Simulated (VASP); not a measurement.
# A VASP study of BN (LDA): structure first, properties next, part 2 of 7

What structure and properties does LDA give BN, and how near are they to the measured ones? The start is a cell from a database of measured crystal structures.

VASP 6.6.1; LDA; plane waves and PAW (B, N).

So far, gap on the k-mesh (eV): step 2 (relaxing cell and atoms (LDA)) 4.23. The relaxed cell has a = 2.491, c = 6.466 Å (conventional setting).

The database entry behind the starting cell differs from later determinations by our own check (about 0.3 % short, minor phase), so it need not match the best structure at ambient conditions.

### 3. Second relaxation

The basis stayed that of the start cell while the cell moved. A rerun from the cell reached resets it; the error of the finite cutoff stays.

The input, INCAR:

```
SYSTEM = BN
PREC = Accurate
ENCUT = 520
EDIFF = 1E-06
NELM = 100
ISMEAR = 0
SIGMA = 0.05
LREAL = .FALSE.
ALGO = Normal
GGA = CA
NBANDS = 14
LORBIT = 11
LWAVE = .FALSE.
LCHARG = .FALSE.
KPAR = 4
IBRION = 2
NSW = 60
ISIF = 3
EDIFFG = -0.01
```

The input, POSCAR:

```
BN
1.0
    2.4905852083      0.0000000000      0.0000000000
   -1.2452926041      2.1569100607      0.0000000000
    0.0000000000      0.0000000000      6.4663671138
B N
2 2
Direct
    0.3333333333      0.6666666667      0.2500000000
    0.6666666667      0.3333333333      0.7500000000
    0.3333333333      0.6666666667      0.7500000000
    0.6666666667      0.3333333333      0.2500000000
```

The input, KPOINTS:

```
Automatic mesh
0
Gamma
9 9 3
0 0 0
```

Potentials, in the order of the species: B and N (LDA family, release 64).

Launch:

```sh
$ mpirun -np 4 vasp_std
```

Output:

```text
[... set-up lines as in an earlier step ...]
 entering main loop
       N       E                     dE             d eps       ncg     rms          rms(c)
DAV:   1     0.504744195187E+02    0.50474E+02   -0.84602E+03   680   0.106E+03
DAV:   2    -0.391710517215E+02   -0.89645E+02   -0.82855E+02   922   0.234E+02
DAV:   3    -0.426003269112E+02   -0.34293E+01   -0.34100E+01   882   0.455E+01
DAV:   4    -0.426250420319E+02   -0.24715E-01   -0.24696E-01   780   0.438E+00
DAV:   5    -0.426253184245E+02   -0.27639E-03   -0.27633E-03   876   0.435E-01    0.111E+01
DAV:   6    -0.390665558268E+02    0.35588E+01   -0.70373E+00   762   0.207E+01    0.488E+00
DAV:   7    -0.387011093882E+02    0.36545E+00   -0.49079E-01   840   0.530E+00    0.298E+00
DAV:   8    -0.385850142246E+02    0.11610E+00   -0.30631E-01   828   0.391E+00    0.430E-01
DAV:   9    -0.385806387879E+02    0.43754E-02   -0.16299E-02   768   0.990E-01    0.180E-01
DAV:  10    -0.385806045905E+02    0.34197E-04   -0.67220E-04   822   0.214E-01    0.246E-02
DAV:  11    -0.385806166214E+02   -0.12031E-04   -0.31413E-05   810   0.484E-02    0.179E-02
DAV:  12    -0.385806161693E+02    0.45206E-06   -0.66977E-06   774   0.201E-02
   1 F= -.38580616E+02 E0= -.38580616E+02  d E =-.385806E+02
 curvature:   0.00 expect dE= 0.000E+00 dE for cont linesearch  0.000E+00
 trial: gam= 0.00000 g(F)=  0.263E-47 g(S)=  0.394E-05 ort = 0.000E+00 (trialstep = 0.100E+01)
 search vector abs. value=  0.394E-05
 reached required accuracy - stopping structural energy minimisation
```

Elapsed: 2.2 s, on 4 MPI ranks of Intel Xeon 6975P-C (Granite Rapids), shared host; peak memory 0.48 GiB; 5.6 s of CPU time.

From OUTCAR (step 3):

```text
  LATTYP: Found a hexagonal cell.
 ALAT       =     2.4905852083
 C/A-ratio  =     2.5963243868

 Found     24 irreducible k-points:

   dimension x,y,z NGX =    20 NGY =   20 NGZ =   48
   dimension x,y,z NGXF=    40 NGYF=   40 NGZF=   96

   ENCUT  =  520.0 eV  38.22 Ry    6.18 a.u.   4.63  4.63 12.02*2*pi/ulx,y,z

   NELECT =      16.0000    total number of electrons

 E-fermi :   2.6642

 k-point     1 :       0.0000    0.0000    0.0000
  band No.  band energies     occupation
    ...
      4      -1.5987      2.00000
      5       1.1164      2.00000
      6       1.1164      2.00000
      7       1.1643      2.00000
      8       1.1643      2.00000
      9       7.5665      0.00000
     10      12.8623      0.00000
     11      13.9909      0.00000
     12      13.9909      0.00000
     13      14.1456      0.00000
    ...

 k-point     2 :       0.1111   -0.0000    0.0000
  band No.  band energies     occupation
    ...
      4      -1.2987      2.00000
      5       0.1668      2.00000
      6       0.2126      2.00000
      7       0.6621      2.00000
      8       0.7185      2.00000
      9       7.9881      0.00000
     10      12.6638      0.00000
     11      13.7492      0.00000
     12      14.0539      0.00000
     13      14.5967      0.00000
    ...

  Total        0.0077606      0.0077606     -0.0143544      0.0000000      0.0000000      0.0000000
  in kB        0.3579436      0.3579436     -0.6620653      0.0000000      0.0000000      0.0000000
  external PRESSURE =       0.0179406 kB  Pullay stress =       0.0000000 kB

  energy-cutoff  :      520.00
  volume of cell :       34.74
      direct lattice vectors                 reciprocal lattice vectors
     2.490585208  0.000000000  0.000000000     0.401512061  0.231813096  0.000000000
    -1.245292604  2.156910061  0.000000000     0.000000000  0.463626193  0.000000000
     0.000000000  0.000000000  6.466367114     0.000000000  0.000000000  0.154646339

 POSITION                                       TOTAL-FORCE (eV/Angst)
 -----------------------------------------------------------------------------------
     -0.00000      1.43794      1.61659        -0.000000      0.000000      0.000000
      1.24529      0.71897      4.84978         0.000000      0.000000      0.000000
     -0.00000      1.43794      4.84978         0.000000     -0.000000      0.000000
      1.24529      0.71897      1.61659        -0.000000      0.000000      0.000000
 -----------------------------------------------------------------------------------
    total drift:                               -0.000000      0.000000      0.000000

  FREE ENERGIE OF THE ION-ELECTRON SYSTEM (eV)
  ---------------------------------------------------
  free  energy   TOTEN  =       -38.5806161693 eV

  energy  without entropy=      -38.5806161693  energy(sigma->0) =      -38.58061617

 total charge
# of ion       s       p       d       tot
------------------------------------------
    1        0.747   1.459   0.000   2.206
    2        0.747   1.459   0.000   2.206
    3        1.216   2.781   0.000   3.997
    4        1.216   2.781   0.000   3.997
--------------------------------------------------
tot          3.927   8.479   0.000  12.407

[... 5 parts as in an earlier step ...]

[... 6 further parts left out ...]
```

CONTCAR:

```
BN
   1.00000000000000
     2.4905852083000002    0.0000000000000000    0.0000000000000000
    -1.2452926041000001    2.1569100607000000    0.0000000000000000
     0.0000000000000000    0.0000000000000000    6.4663671137999996
  B               N
     2     2
Direct
     0.3333333332999970    0.6666666667000030    0.2500000000000000
     0.6666666667000030    0.3333333332999970    0.7500000000000000
     0.3333333332999970    0.6666666667000030    0.7500000000000000
     0.6666666667000030    0.3333333332999970    0.2500000000000000
```

Little changed from the start: no atom moved by 0.005 Å and no cell edge by 0.1 %.

This step gave:

```
pressure                        : 0.001794 GPa
SCF cycles over all ionic steps : 12
gap on the k-mesh               : 4.233 eV
```

It ends with forces that vanish by symmetry and a pressure of 0.00 GPa. The volume moved by under 0.01 %: the run met its threshold at the first step.

### 4. Density, ELF and potential (LDA)

A single point on the relaxed cell gives a clean self-consistent state, with density, ELF and potential written out.

INCAR: that of step 3 with these lines changed.

```diff
@@ -13,7 +13,5 @@
 LWAVE = .FALSE.
-LCHARG = .FALSE.
-KPAR = 4
-IBRION = 2
-NSW = 60
-ISIF = 3
-EDIFFG = -0.01
+LCHARG = .TRUE.
+ISIF = 2
+LELF = .TRUE.
+LVHAR = .TRUE.
```

POSCAR is that of step 3.

KPOINTS is that of step 3.

Launch:

```sh
$ mpirun -np 4 vasp_std
```

Output:

```text
[banner, memory and clock lines left out]
running    4 mpi-ranks, on    1 nodes
 distrk:  each k-point on    4 cores,    1 groups
 distr:  one band on    1 cores,    4 groups

 POSCAR found type information on POSCAR B N
 POSCAR found :  2 types and       4 ions
 LDA part: xc-table for (Slater(with rela. corr.)+CA(PZ))
 , standard interpolation
|                                                                             |
|           W    W    AA    RRRRR   N    N  II  N    N   GGGG   !!!           |
|           W    W   A  A   R    R  NN   N  II  NN   N  G    G  !!!           |
|           W    W  A    A  R    R  N N  N  II  N N  N  G       !!!           |
|           W WW W  AAAAAA  RRRRR   N  N N  II  N  N N  G  GGG   !            |
|           WW  WW  A    A  R   R   N   NN  II  N   NN  G    G                |
|           W    W  A    A  R    R  N    N  II  N    N   GGGG   !!!           |
|                                                                             |
|     The number of bands has been changed from the values supplied in        |
|     The orbitals not found in the WAVECAR file will be initialized with     |
|     random numbers, which is usually adequate. For correlated               |
|     calculations, however, you should redo the groundstate calculation.     |
|     I found NBANDS = 14. Now, NBANDS = 16.                                  |
|                                                                             |

 POSCAR, INCAR and KPOINTS ok, starting setup
 FFT: planning ... GRIDC
 FFT: planning ... GRID_SOFT
 FFT: planning ... GRID
 WAVECAR not read
 entering main loop
       N       E                     dE             d eps       ncg     rms          rms(c)
DAV:   1     0.458939852816E+02    0.45894E+02   -0.81353E+03   768   0.932E+02
DAV:   2    -0.395552791789E+02   -0.85449E+02   -0.76823E+02  1056   0.212E+02
DAV:   3    -0.426099651921E+02   -0.30547E+01   -0.30394E+01  1000   0.392E+01
DAV:   4    -0.426251965220E+02   -0.15231E-01   -0.15229E-01   944   0.322E+00
DAV:   5    -0.426253210837E+02   -0.12456E-03   -0.12456E-03   960   0.272E-01    0.111E+01
DAV:   6    -0.390655868635E+02    0.35597E+01   -0.57516E+00   912   0.181E+01    0.484E+00
DAV:   7    -0.387011956124E+02    0.36439E+00   -0.47500E-01  1040   0.484E+00    0.301E+00
DAV:   8    -0.385861074284E+02    0.11509E+00   -0.27330E-01   968   0.352E+00    0.469E-01
DAV:   9    -0.385806317306E+02    0.54757E-02   -0.15905E-02   896   0.977E-01    0.186E-01
DAV:  10    -0.385806029173E+02    0.28813E-04   -0.64400E-04  1032   0.195E-01    0.247E-02
DAV:  11    -0.385806162638E+02   -0.13346E-04   -0.22757E-05   936   0.391E-02    0.179E-02
DAV:  12    -0.385806161831E+02    0.80638E-07   -0.53929E-06   904   0.167E-02
   1 F= -.38580616E+02 E0= -.38580616E+02  d E =-.120321E-10
```

It took 2.4 s on 4 MPI ranks; peak memory 0.42 GiB; 6.7 s of CPU time.

OUTCAR, selected parts (step 4):

```text
 Found     24 irreducible k-points:

   k-points           NKPTS =     24   k-points in BZ     NKDIM =     24   number of bands    NBANDS=     16

   NELECT =      16.0000    total number of electrons

 E-fermi :   2.6211

 k-point     1 :       0.0000    0.0000    0.0000
  band No.  band energies     occupation
    ...
      4      -1.5987      2.00000
      5       1.1165      2.00000
      6       1.1165      2.00000
      7       1.1643      2.00000
      8       1.1643      2.00000
      9       7.5665      0.00000
     10      12.8624      0.00000
     11      13.9908      0.00000
     12      13.9908      0.00000
     13      14.1456      0.00000
    ...

 k-point     2 :       0.1111   -0.0000    0.0000
  band No.  band energies     occupation
    ...
      4      -1.2987      2.00000
      5       0.1669      2.00000
      6       0.2126      2.00000
      7       0.6621      2.00000
      8       0.7186      2.00000
      9       7.9880      0.00000
     10      12.6638      0.00000
     11      13.7491      0.00000
     12      14.0539      0.00000
     13      14.5967      0.00000
    ...

  Total        0.0064593      0.0064593     -0.0164271      0.0000000      0.0000000     -0.0000000
  in kB        0.2979240      0.2979240     -0.7576658      0.0000000      0.0000000     -0.0000000
  external PRESSURE =      -0.0539393 kB  Pullay stress =       0.0000000 kB

 POSITION                                       TOTAL-FORCE (eV/Angst)
 -----------------------------------------------------------------------------------
     -0.00000      1.43794      1.61659         0.000000      0.000000      0.000000
      1.24529      0.71897      4.84978        -0.000000     -0.000000      0.000000
     -0.00000      1.43794      4.84978         0.000000     -0.000000      0.000000
      1.24529      0.71897      1.61659        -0.000000      0.000000      0.000000
 -----------------------------------------------------------------------------------
    total drift:                               -0.000000      0.000000      0.000000

  FREE ENERGIE OF THE ION-ELECTRON SYSTEM (eV)
  ---------------------------------------------------
  free  energy   TOTEN  =       -38.5806161831 eV

  energy  without entropy=      -38.5806161831  energy(sigma->0) =      -38.58061618

[... 9 parts as in an earlier step ...]

[... 5 further parts left out ...]
```

Numbers from this step:

| Quantity | Value |
| --- | --- |
| SCF cycles | 12 |
| bands | 16 |
| Fermi energy | 2.621 eV |
| pressure | -0.005394 GPa |

Valence electrons inside each PAW sphere by angular momentum. Sphere charges, by row:

```
atom  s (e)  p (e)  d (e)  tot (e)
  B1  0.747  1.459      0    2.206
  B2  0.747  1.459      0    2.206
  N3  1.216  2.781      0    3.997
  N4  1.216  2.781      0    3.997
```

Valence density in the ac plane at fractional y = 0.333, with atoms of B and N within 0.2 Å of it. It is the smooth field of the valence electrons, not physical close to the nuclei.

Ten even steps from '_' (0.0 e/Å³) to '@' (3.7 e/Å³), each cell a mean:
```
__________________________
__________________________
__________________________
..................__......
::::::::::::::..........::
::::::::::::::::......::::
::::::::::::::........::::
..........................
__________________________
__________________________
__________________________
__________________________
__________________________
__________________________
______________..........__
..________..::--====--::..
::........::==##%%%%##++--
::......::--**@@@@@@@@##==
::........--++%%@@@@%%**--
..______....::==++++==--::
____________....::::....__
__________________________
__________________________
__________________________
```
Columns run along a (2.5 Å), rows up along c (6.5 Å). Atoms in or near the plane, at fractional coordinates: B at (0.67, 0.75), N at (0.67, 0.25).

ELF in the ac plane at fractional y = 0.333, with atoms of B and N within 0.2 Å of it. It is the smooth field of the valence electrons, not physical close to the nuclei.

Values, 24 rows by 13 columns, each cell a mean:
```
0.07 0.07 0.08 0.07 0.07 0.07 0.06 0.06 0.06 0.06 0.06 0.06 0.06
0.23 0.24 0.25 0.25 0.24 0.22 0.20 0.18 0.17 0.16 0.17 0.19 0.21
0.45 0.46 0.45 0.46 0.46 0.44 0.40 0.33 0.27 0.25 0.30 0.37 0.43
0.64 0.62 0.60 0.61 0.63 0.63 0.55 0.37 0.21 0.18 0.29 0.49 0.62
0.73 0.69 0.66 0.67 0.72 0.72 0.61 0.33 0.10 0.06 0.20 0.52 0.71
0.77 0.72 0.67 0.69 0.75 0.76 0.62 0.29 0.04 0.01 0.13 0.53 0.75
0.75 0.70 0.66 0.68 0.73 0.74 0.61 0.31 0.07 0.04 0.17 0.53 0.73
0.68 0.65 0.62 0.63 0.67 0.66 0.57 0.36 0.17 0.14 0.26 0.51 0.66
0.50 0.50 0.49 0.50 0.50 0.49 0.44 0.36 0.27 0.26 0.31 0.41 0.48
0.30 0.31 0.32 0.31 0.31 0.29 0.26 0.23 0.21 0.20 0.22 0.25 0.27
0.10 0.11 0.11 0.11 0.10 0.10 0.09 0.08 0.08 0.08 0.08 0.08 0.09
0.03 0.02 0.02 0.02 0.03 0.03 0.03 0.04 0.04 0.04 0.04 0.03 0.03
0.06 0.04 0.03 0.04 0.05 0.08 0.11 0.15 0.17 0.18 0.16 0.13 0.09
0.24 0.14 0.11 0.12 0.20 0.32 0.43 0.51 0.55 0.55 0.52 0.46 0.36
0.46 0.29 0.20 0.24 0.40 0.58 0.68 0.72 0.74 0.75 0.73 0.69 0.61
0.62 0.41 0.27 0.34 0.56 0.73 0.79 0.79 0.78 0.77 0.78 0.79 0.75
0.74 0.51 0.31 0.41 0.68 0.82 0.81 0.70 0.50 0.46 0.63 0.79 0.82
0.77 0.53 0.32 0.43 0.72 0.83 0.80 0.56 0.22 0.15 0.44 0.76 0.83
0.75 0.52 0.32 0.42 0.69 0.82 0.81 0.65 0.40 0.35 0.57 0.78 0.83
0.66 0.44 0.29 0.37 0.60 0.76 0.80 0.78 0.74 0.73 0.77 0.80 0.78
0.52 0.33 0.23 0.28 0.46 0.63 0.72 0.76 0.77 0.77 0.76 0.73 0.67
0.29 0.18 0.13 0.15 0.25 0.39 0.50 0.58 0.61 0.61 0.59 0.53 0.43
0.09 0.06 0.05 0.05 0.08 0.13 0.19 0.24 0.27 0.28 0.25 0.21 0.15
0.03 0.02 0.02 0.02 0.03 0.03 0.04 0.05 0.06 0.06 0.05 0.04 0.03
```
Columns run along a (2.5 Å), rows up along c (6.5 Å). Atoms in or near the plane, at fractional coordinates: B at (0.67, 0.75), N at (0.67, 0.25).

Electrostatic potential energy in the ac plane at fractional y = 0.333, with atoms of B and N within 0.2 Å of it. With pseudopotentials it is smooth inside the atoms' cores, unlike the true potential.

Ten even steps from '_' (-44 eV) to '@' (6 eV), each cell a mean:
```
@@@@@@@@@@@@@@@@@@@@@@@@@@
@@@@@@@@@@@@@@@@@@@@@@@@@@
@@@@@@@@@@@@%%%%%%%%%%%%@@
%%@@@@@@%%%%##++==--==**%%
%%%%%%%%%%##==::====----**
##########**::--%%@@++::++
##%%######**----++++--::++
%%%%%%%%%%%%**==--::--++##
@@@@@@@@@@@@%%%%######%%@@
@@@@@@@@@@@@@@@@@@@@@@@@@@
@@@@@@@@@@@@@@@@@@@@@@@@@@
@@@@@@@@@@@@@@@@@@@@@@@@@@
@@@@@@@@@@@@@@@@@@@@@@@@@@
@@@@@@@@@@@@@@@@@@@@@@@@@@
@@@@@@@@@@@@@@@@@@%%@@@@@@
%%%%%%%%%%%%%%**====**%%%%
%%##########==________::##
####****##**..____..____++
############--________..**
%%%%%%%%%%%%##==::::--**%%
@@@@@@@@@@@@@@%%%%%%%%@@@@
@@@@@@@@@@@@@@@@@@@@@@@@@@
@@@@@@@@@@@@@@@@@@@@@@@@@@
@@@@@@@@@@@@@@@@@@@@@@@@@@
```
Columns run along a (2.5 Å; values clipped at the 3rd and 97th percentile), rows up along c (6.5 Å). Atoms in or near the plane, at fractional coordinates: B at (0.67, 0.75), N at (0.67, 0.25).

In this run the pressure is -0.01 GPa, small enough to go on; single stress components reach 0.08 GPa.

[end of part 2 of 7]

[Lines on the potential files, build, host, timing and source positions are cut from VASP's logs without a mark.]

[Logs are printed without paths, hosts, clocks, repeated set-up lines and the standing remarks that a program may print on its own settings, such as how far it seeks lower states.]

[Hosts, paths, dates, database ids (printed as entryN), source tags and the programs' standing remarks are cut or masked in the printed files.]

[A measured line is paired with the nearest computed mode of its activity, which favours agreement.]

[In band tables of VASP the shares of atoms and orbitals are scaled to a sum of 1 inside the atoms' spheres.]
